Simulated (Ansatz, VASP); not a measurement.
# Pd12S (Pd(111)): VASP beside Ansatz, part 2 of 2

Wanted: the spread between two codes on one cell, functional and k mesh. The cell is taken from a series of runs on this material, whose earlier steps may have relaxed, scaled, displaced or heated it; both programs get it as it stands. Valence electrons are named where the data sets of a main pair hold unlike numbers.

VASP 6.6.1 and Ansatz 0.2.0.

So far: The structure; VASP: single point, PBEsol.

### 3. Ansatz: single point, PBEsol

Level of this step: Ansatz beside VASP: Kohn-Sham DFT, plane waves, PBEsol (Ansatz).

Ansatz runs on its default PAW (the set named soft_2) files.

The same cell, functional, mesh and smearing now go to Ansatz, which takes its cutoff from its data sets.

Contents of input.yaml:

```yaml
crystal:
  lattice:
    - [5.4754143377, 0.0, 0.0]
    - [2.7377071689, 4.7418479127, 0.0]
    - [0.0, 0.0, 19.4706570859]
  atoms:
    - { symbol: Pd, position: [0.16666667, 0.16666667, 0.38519501] }
    - { symbol: Pd, position: [0.66666667, 0.16666667, 0.38519501] }
    - { symbol: Pd, position: [0.16666667, 0.66666667, 0.38519501] }
    - { symbol: Pd, position: [0.66666667, 0.66666667, 0.38519501] }
    - { symbol: Pd, position: [0.8327419888, 0.3345160125, 0.5010541205] }
    - { symbol: Pd, position: [0.33333333, 0.33333333, 0.4991026542] }
    - { symbol: Pd, position: [0.8327419888, 0.8327419888, 0.5010541205] }
    - { symbol: Pd, position: [0.3345160125, 0.8327419888, 0.5010541205] }
    - { symbol: Pd, position: [0.0, 0.0, 0.6126547035] }
    - { symbol: Pd, position: [0.5022478914, 0.9955042172, 0.6173826588] }
    - { symbol: Pd, position: [0.9955042172, 0.5022478914, 0.6173826588] }
    - { symbol: Pd, position: [0.5022478914, 0.5022478914, 0.6173826588] }
    - { symbol: S, position: [0.33333333, 0.33333333, 0.6969138363] }
hamiltonian:
  xc: pbesol
  pseudopotentials: { kind: paw }
kpoints:
  mp_grid: { grid: [6, 6, 1] }
scf:
  occupations: { method: methfessel_paxton, width: 0.15 }
  n_extra_bands: 7
efield:
  axis: 3
  dipole_correction: true
  ramp_width: 0.04
output:
  forces: true
  eigenvalues: true
```

Run with:

```bash
ansatz run input.yaml --threads 4 --pin off --max-ram 9216MiB --backend cpu --events-out ev --progress --plain --runs-dir out
```

Numbers of over 12 decimals in the logs are rounded to 6 here.

The program printed:

```text
scf.n_extra_bands = 7 over 111 filled bands (N_el = 222.0): the run solves 118 bands
Engine: ansatz 0.2.0, aarch64-unknown-linux-gnu
Pseudopotentials: kind: paw
Pseudopotential: Pd, paw, valence charge 18, recommended cutoff 420 eV (normal), Pd.paw.azcp
Pseudopotential: S, paw, valence charge 6, recommended cutoff 420 eV (normal), S.paw.azcp
Functional definition: PBEsol
  exchange = pbesol_x
  correlation = pbesol_c
Crystal: 13 atoms, lattice volume = 505.528 Å³
Basis set: ecut = 420 eV, 9851 PW (Γ), exchange–correlation on 80×80×270 points (8 copies of the dense FFT grid, shifted against one another)
Bands: 118, of which v1, the nominal top of the filled ones, is band 111 counted from 1 (110 counted from 0)
Symmetry: 6 space group operations
Space group: P3m1 (ITA 156), of the structure as read, at distance tolerance 8.0e-5 Å
k-points: 7 of 36 (time reversal used)
Non-local potential: Pd, projectors of the file, l = 0: 2, l = 1: 2, l = 2: 2, l = 3: 1
Non-local potential: S, projectors of the file, l = 0: 2, l = 1: 2, l = 2: 2
PAW form: soft (Blöchl's): semilocal exchange-correlation on the pseudo side does not see the compensation charge
PAW frozen core: Pd, regenerated for the run's functional, and the local potential with it (the file was generated under x = pbe(κ = 0.804, μ = 0.219515), c = pbe(β = 0.066725))
PAW frozen core: S, regenerated for the run's functional, and the local potential with it (the file was generated under x = pbe(κ = 0.804, μ = 0.219515), c = pbe(β = 0.066725))
PAW one-centre angular grid: Pd, 590 points (default); XC on 64 Gauss nodes
PAW one-centre angular grid: S, 110 points (default); XC on 64 Gauss nodes
Initial density: superposition of atomic densities (neutral atoms: chi_scale 0, normalization atom), corrected by the library's trained network
Initial wavefunctions: pseudopotential atomic-orbital guess
Functional: x = pbesol(κ = 0.804, μ = 0.123457), c = pbesol(β = 0.046)
SCF iter   1: F=—  HF=-83761.299355 eV  |F-HF|=—  |Δ(HF+E_count)|=         —  Δρ=1.19e-2  dr2=1.52e0  ethr=1.77e-3  p=0.028 e·Å  D=1.01e-2 V/Å  ΔV_dip=-0.20 eV  dr2_dipole=2.08e-3  V_vac-E_F(+/−)=4.91/5.11 eV  ⟨swp⟩=7.0  Hψ=3537  notcnv=0
efield: sawtooth ramp at fractional position 0.0211 (placed from the atoms, in the widest stretch of the axis that holds none; the zero of the levels goes with the place), width 0.0400; the density the first Hamiltonian is built on has a dipole p = 0.028 e·Å; the dipole correction subtracts the counter field D = 1.01e-2 V/Å, which shifts the + side's vacuum level by -0.20 eV against the − side's; the planar-averaged density in the ramp window peaks in size at 1.1e-4 e/Å³
preconditioner: auto → LDOS  [metal: Δε(μ)=0.022 eV  Ē_g=3.636 eV  σ=0.150 eV  W_gap=0.12  n_scr=110 (ndim 8)  ℏωp=18.5 eV  f_vac=0.569  D(μ)=24.74/eV (n_scr^D=240)  β→1.0]
SCF iter   2: F=—  HF=-83761.250669 eV  |F-HF|=—  |Δ(HF+E_count)|=   4.87e-2  S|Δr|=    0.00e0  Δρ=1.01e-2  dr2=5.32e-1  ethr=6.85e-4  p=0.027 e·Å  D=9.59e-3 V/Å  ΔV_dip=-0.19 eV  dr2_dipole=1.22e-2  V_vac-E_F(+/−)=5.25/5.44 eV  ⟨swp⟩=2.0  Hψ=1515  notcnv=0
SCF iter   3: F=—  HF=-83761.167595 eV  |F-HF|=—  |Δ(HF+E_count)|=   8.31e-2  S|Δr|=    0.00e0  Δρ=4.04e-3  dr2=2.18e-1  ethr=2.40e-4  p=0.021 e·Å  D=7.57e-3 V/Å  ΔV_dip=-0.15 eV  dr2_dipole=7.07e-4  V_vac-E_F(+/−)=5.21/5.35 eV  ⟨swp⟩=2.0  Hψ=1307  notcnv=0
SCF iter   4: F=—  HF=-83761.162880 eV  |F-HF|=—  |Δ(HF+E_count)|=   4.72e-3  S|Δr|=    0.00e0  Δρ=2.10e-3  dr2=7.76e-2  ethr=9.81e-5  p=0.018 e·Å  D=6.47e-3 V/Å  ΔV_dip=-0.13 eV  dr2_dipole=1.87e-3  V_vac-E_F(+/−)=5.27/5.39 eV  ⟨swp⟩=2.3  Hψ=1096  notcnv=0
SCF iter   5: F=—  HF=-83761.156964 eV  |F-HF|=—  |Δ(HF+E_count)|=   5.92e-3  S|Δr|=    0.00e0  Δρ=8.91e-4  dr2=8.30e-3  ethr=3.50e-5  p=0.019 e·Å  D=6.71e-3 V/Å  ΔV_dip=-0.13 eV  dr2_dipole=9.57e-4  V_vac-E_F(+/−)=5.31/5.45 eV  ⟨swp⟩=2.0  Hψ=1219  notcnv=0
SCF iter   6: F=—  HF=-83761.157214 eV  |F-HF|=—  |Δ(HF+E_count)|=   2.50e-4  S|Δr|=    0.00e0  Δρ=3.28e-4  dr2=1.28e-3  ethr=3.74e-6  p=0.019 e·Å  D=6.97e-3 V/Å  ΔV_dip=-0.14 eV  dr2_dipole=1.96e-4  V_vac-E_F(+/−)=5.30/5.44 eV  ⟨swp⟩=2.0  Hψ=1050  notcnv=0
SCF iter   7: F=—  HF=-83761.157265 eV  |F-HF|=—  |Δ(HF+E_count)|=   5.11e-5  S|Δr|=    0.00e0  Δρ=1.36e-4  dr2=1.91e-4  ethr=5.79e-7  p=0.021 e·Å  D=7.35e-3 V/Å  ΔV_dip=-0.14 eV  dr2_dipole=1.80e-5  V_vac-E_F(+/−)=5.29/5.43 eV  ⟨swp⟩=1.9  Hψ=1170  notcnv=0
SCF iter   8: F=—  HF=-83761.157283 eV  |F-HF|=—  |Δ(HF+E_count)|=   1.73e-5  S|Δr|=    0.00e0  Δρ=8.35e-5  dr2=6.27e-5  ethr=8.62e-8  p=0.021 e·Å  D=7.52e-3 V/Å  ΔV_dip=-0.15 eV  dr2_dipole=2.04e-7  V_vac-E_F(+/−)=5.29/5.43 eV  ⟨swp⟩=2.1  Hψ=1063  notcnv=0
SCF iter   9: F=—  HF=-83761.157834 eV  |F-HF|=—  |Δ(HF+E_count)|=   5.51e-4  S|Δr|=    0.00e0  Δρ=5.07e-5  dr2=2.34e-5  ethr=2.83e-8  p=0.021 e·Å  D=7.55e-3 V/Å  ΔV_dip=-0.15 eV  dr2_dipole=4.31e-8  V_vac-E_F(+/−)=5.28/5.43 eV  ⟨swp⟩=1.7  Hψ=876  notcnv=0
SCF iter  10: F=—  HF=-83761.157836 eV  |F-HF|=—  |Δ(HF+E_count)|=   2.57e-6  S|Δr|=    0.00e0  Δρ=2.27e-5  dr2=5.16e-6  ethr=1.05e-8  p=0.021 e·Å  D=7.54e-3 V/Å  ΔV_dip=-0.15 eV  dr2_dipole=1.16e-7  V_vac-E_F(+/−)=5.28/5.43 eV  ⟨swp⟩=1.9  Hψ=914  notcnv=0
SCF iter  11: F=—  HF=-83761.157837 eV  |F-HF|=—  |Δ(HF+E_count)|=   1.21e-6  S|Δr|=    0.00e0  Δρ=9.00e-6  dr2=6.71e-7  ethr=2.32e-9  p=0.021 e·Å  D=7.52e-3 V/Å  ΔV_dip=-0.15 eV  dr2_dipole=2.16e-9  V_vac-E_F(+/−)=5.28/5.43 eV  ⟨swp⟩=2.1  Hψ=1188  notcnv=0
SCF iter  12: F=—  HF=-83761.157838 eV  |F-HF|=—  |Δ(HF+E_count)|=   1.61e-7  S|Δr|=    0.00e0  Δρ=5.06e-6  dr2=2.86e-7  ethr=3.02e-10  p=0.021 e·Å  D=7.52e-3 V/Å  ΔV_dip=-0.15 eV  dr2_dipole=6.36e-9  V_vac-E_F(+/−)=5.28/5.43 eV  ⟨swp⟩=2.1  Hψ=1270  notcnv=0
SCF iter  13: F=-83761.157838 eV  HF=-83761.157838 eV  |F-HF|=3.22e-8  |Δ(HF+E_count)|=   3.99e-8  S|Δr|=    0.00e0  Δρ=3.10e-6  dr2=9.52e-8  ethr=4.50e-11  p=0.021 e·Å  D=7.52e-3 V/Å  ΔV_dip=-0.15 eV  dr2_dipole=2.97e-9  V_vac-E_F(+/−)=5.28/5.43 eV  ⟨swp⟩=4.0  Hψ=3612  notcnv=0
SCF 1 converged in 13 iterations: F = -83761.157838 eV  dr2 = 9.52e-8
  greatest PAW one-centre occupation: 0.999 electrons in one spin orbital (limit 2), on the Pd atom at site 8 (counted from 0), in its partial waves of l = 0
SCF converged after 13 iterations
Stability not checked: this state was not tested for a lower state beside it, because cold or Methfessel-Paxton smearing, or corrected tetrahedra, fill the levels in a way that the test cannot read (fill_not_monotonic; see scf.lower_state_search)
Free energy (F): -83761.157838 eV
Harris-Foulkes:  -83761.157838 eV  (|F-HF|=3.22e-8)
Internal energy: -83761.147123 eV  (E = F + TS)
E sigma→0 (E₀):  -83761.155159 eV
Entropy (-TS):   -0.010714 eV (-0.824 meV/atom)
Fermi energy:    3.873595 eV
Dipole field:    D = 0.007571 V/Å  (p = 0.021151 e·Å, saw-weighted, corrected)
Work function:   Φ+ = 5.2827 eV   Φ− = 5.4301 eV
Levels:          The Fermi level and band energies are counted from a zero that moves with the ramp; work functions are not
--- Per-component energies (eV) ---
  E_band       = -5078.984697
  E_kinetic    = 6266.457346
  E_local      = -259748.407889  (includes V_loc(G=0)·N_el)
  E_nonlocal   = 2662.612514
  E_hartree    = 126157.836705
  E_xc         = -2101.950501
  E_vxc        = -2612.758317  (∫ρ·V_xc dr)
  E_paw        = -44804.264904  (= ΣΔE_a)
  E_vpaw       = -3963.704594  (= ΣTr[D̂ρ^β])
  E_aug_tail   = 0.002690  (compensation charges beyond the density's cutoff)
  E_efield     = 0.000080  (sawtooth field / dipole correction)
  E_vefield    = 1.148707  (∫n·V_field dr)
  E_ewald      = 87802.874596
  E_core_change = 3.692238  (= ΣΔE_core)
  E_smearing   = -0.010714  (= −TS)
  E_closure    = 0.000000  (closes the sum)
  Σ components = -83761.157838   (vs F -83761.157838, Δ=0.00e0)
--- Forces (eV/Å), atoms counted from 1 ---
  atom   1  Pd    -0.00337055    -0.00194599    -0.10501709
  atom   2  Pd     0.00337055    -0.00194599    -0.10501709
  atom   3  Pd     0.00000000     0.00389197    -0.10501709
  atom   4  Pd     0.00000000     0.00000000     0.14763334
  atom   5  Pd     0.00000000     0.00351147     0.00926173
  atom   6  Pd     0.00000000     0.00000000     0.04721127
  atom   7  Pd    -0.00304102    -0.00175573     0.00926173
  atom   8  Pd     0.00304102    -0.00175573     0.00926173
  atom   9  Pd     0.00000000    -0.00000000     0.03783366
  atom  10  Pd    -0.00000000    -0.00814834     0.02582385
  atom  11  Pd    -0.00705667     0.00407417     0.02582385
  atom  12  Pd     0.00705667     0.00407417     0.02582385
  atom  13  S      0.00000000    -0.00000000    -0.02293784
  max |Σ_I F_I| component: 5.41e-5 eV/Å
--- Band table (eV; the first three rows and the last of 7) ---
  k-point 0: bands = [... 107 lower, 4.0422, 4.0422, 4.2424, 4.2424, 4.2812, 4.2812, 4.2933, 4.3679, ... 3 higher]
  k-point 1: bands = [... 107 lower, 3.8600, 3.8672, 3.9185, 3.9361, 4.0568, 4.0706, 4.3205, 4.7516, ... 3 higher]
  k-point 2: bands = [... 107 lower, 3.5162, 3.7314, 3.7422, 3.7850, 3.9078, 4.0025, 4.2810, 4.3467, ... 3 higher]
  k-point 6: bands = [... 107 lower, 3.5636, 3.6112, 3.6121, 3.6178, 3.6869, 3.7051, 3.8749, 3.9129, ... 3 higher]
```

In the SCF lines HF is the Harris–Foulkes energy and dr2 the Hartree energy of the density residual, in eV; the loop may stop once dr2 is under the threshold and the program's other checks hold. Hψ counts applications of the Hamiltonian.

### 4. Differences

Known differences besides the potentials themselves: the data sets hold 222 valence electrons in Ansatz (on its default PAW (the set named soft_2) files) and 126 in VASP; the cutoff is 420 eV in Ansatz and 400 eV in VASP; Ansatz makes its cores anew for this functional, VASP keeps those of its PBE data sets. Total energies have different zeros and are not compared.

Both answers:

```csv
quantity,Ansatz,VASP,difference
"work function, lower of the two faces (eV)",5.28,5.27,+0.01
"work function, higher of the two faces (eV)",5.43,5.43,0.00
```

Forces on 10 of the 13 atoms, those with the largest forces and the largest differences (eV/Å; atoms numbered as in POSCAR):

| atom | Ansatz x, y, z | VASP x, y, z |
| --- | --- | --- |
| Pd1 | -0.003, -0.002, -0.105 | -0.001, -0.001, -0.090 |
| Pd2 | 0.003, -0.002, -0.105 | 0.001, -0.001, -0.090 |
| Pd3 | 0.000, 0.004, -0.105 | 0.000, 0.002, -0.090 |
| Pd4 | 0.000, 0.000, 0.148 | 0.000, 0.000, 0.163 |
| Pd6 | 0.000, 0.000, 0.047 | 0.000, 0.000, 0.039 |
| Pd9 | 0.000, 0.000, 0.038 | 0.000, 0.000, 0.017 |
| Pd10 | 0.000, -0.008, 0.026 | 0.000, -0.022, 0.002 |
| Pd11 | -0.007, 0.004, 0.026 | -0.019, 0.011, 0.002 |
| Pd12 | 0.007, 0.004, 0.026 | 0.019, 0.011, 0.002 |
| S13 | 0.000, 0.000, -0.023 | 0.000, 0.000, 0.015 |

The forces differ by 12 meV/Å r.m.s., which is 30.8 % of the r.m.s. force of 0.037 eV/Å (both taken over all components). With vacuum in the cell, a pressure given here is an average over mostly empty space and none of the material.

### 5. What the set-up changes

Further runs change the set-up of one program: Ansatz's method, potentials or start, or VASP's data sets, cutoff or form of LDA. The table gives Ansatz less VASP for each quantity, since a change that brings one quantity closer may part another.

```
                                                             run  r.m.s. force difference (meV/Å)  work function, lower of the two faces (eV)  work function, higher of the two faces (eV)
                                                        as above                               12                                      0.0080                                      -6.3e-4
VASP with the data sets Pd_sv_GW and S_GW and a cutoff of 570 eV                              9.2                                     -4.3e-4                                      -0.0030
       VASP with the data sets Pd and S_h and a cutoff of 650 eV                               18                                      0.0033                                      -3.3e-4
```

### 6. Results

```json
{"r.m.s. force difference (single point, PBEsol)": "12 meV/Å"}
```

The r.m.s. force difference is 12 meV/Å (single point, PBEsol), at about the 12 meV/Å picked in this series as the mark of a large difference. The data sets hold unlike numbers of valence electrons (222 in Ansatz and 126 in VASP), so part of the differences comes from the potentials. Single point, PBEsol, VASP with the data sets Pd_sv_GW and S_GW and a cutoff of 570 eV: the difference in work function, lower of the two faces goes from 0.0080 to -4.3e-4 eV; the difference in work function, higher of the two faces goes from -6.3e-4 to -0.0030 eV. Single point, PBEsol, VASP with the data sets Pd and S_h and a cutoff of 650 eV: r.m.s. force difference goes from 12 to 18 meV/Å; the difference in work function, lower of the two faces goes from 0.0080 to 0.0033 eV; the difference in work function, higher of the two faces goes from -6.3e-4 to -3.3e-4 eV. Such differences can come from data sets, numerical settings and the points named under the comparisons, not from the functional's error against experiment.

[Lines on the potential files, build, host, timing and source positions are cut from VASP's logs without a mark.]

[Logs are printed without paths, hosts, clocks, repeated set-up lines and the standing remarks that a program may print on its own settings, such as how far it seeks lower states.]

[Hosts, paths, dates, database ids (printed as entryN), source tags and the programs' standing remarks are cut or masked in the printed files.]
